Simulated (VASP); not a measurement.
Input:

```xyz
1
Lattice="-2.2900 2.2900 2.2900 2.2900 -2.2900 2.2900 2.2900 2.2900 -2.2900" Properties=species:S:1:pos:R:3 pbc="T T T"
Eu     0.0000     0.0000     0.0000
```

All values below come from r2SCAN meta-GGA, VASP's PBE PAW potentials (set 64) (plane waves; VASP). Numerical set-up: 400 eV cut-off, 10×10×10 Γ-centred mesh, first-order Methfessel-Paxton smearing of 0.10 eV, potentials Eu_2.

The 4f electrons are frozen in the core of the lanthanide potential, so 4f levels, which can set the real gap, and their magnetism are missing. Energy and stress use the plane-wave basis of the starting cell.

Question: The ions, cell shape and volume are relaxed. Predict the relaxed structure.

Answer: 
```xyz
1
Lattice="-2.2279 2.2279 2.2279 2.2279 -2.2279 2.2279 2.2279 2.2279 -2.2279" Properties=species:S:1:pos:R:3 pbc="T T T"
Eu     0.0000     0.0000     0.0000
```
Space group Im-3m (229), at a tolerance of 0.03 Å.

Question: How do energy and volume change from the first to the last step?

Answer: The energy (σ→0) changes by -13.2 meV/atom and the volume by -7.9 %, in 3 ionic steps.

The compound is Eu in the bcc structure. This run relaxes it. Symmetry was kept, so distortions that lower it aren't found.
